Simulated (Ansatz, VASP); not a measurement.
## SbBr in VASP and in Ansatz

```
Sb Br
1.0
     4.01047    0.00000    0.00000
    -2.00524    3.47317    0.00000
     0.00000    0.00000    7.48568
Sb Br
2 2
Cartesian
  0.0000 2.3154 1.8714
  2.0052 1.1577 5.6143
  0.0000 0.0000 0.0000
  0.0000 0.0000 3.7428
```

Change from the starting cell: species swapped into the NbN type (P6_3/mmc, No. 194).

Alike in both runs: task relaxation of cell and atoms; functional PBE; k mesh 6 × 6 × 2; occupations gaussian, width 0.1 eV; no spin polarisation.

|  | VASP | Ansatz |
| --- | --- | --- |
| version | VASP 6.6.1 | Ansatz 0.2.0 |
| potentials or method | VASP PAW PBE potentials, release 64 (Sb, Br) | scalar-relativistic, plane waves, PAW |
| plane-wave cutoff (eV) | 600 | 420 |
| valence electrons in the cell | 24 | 44 |

Ansatz gave:

```
gap on the k mesh at the Fermi level, each at its own relaxed structure (eV) : none
relaxed volume (Å³/atom)                                                     : 26.86
relaxed cell length with the largest relative difference (Å)                 : 3.525
energy change over the relaxation (meV/atom)                                 : -406
```

Q: What did VASP give for the same quantities?

A: gap on the k mesh at the Fermi level, each at its own relaxed structure (eV): none; relaxed volume (Å³/atom): 26.70; relaxed cell length with the largest relative difference (Å): 3.518; energy change over the relaxation (meV/atom): -401.

A gap of «none» marks a metal or a gap that the smearing closes. The two sets of potentials don't hold the same shells in valence.

Caveats: the k mesh is coarse (spacing up to 0.42 Å⁻¹), so the values aren't converged. The runs have no spin-orbit coupling, so splittings on Sb are missing.
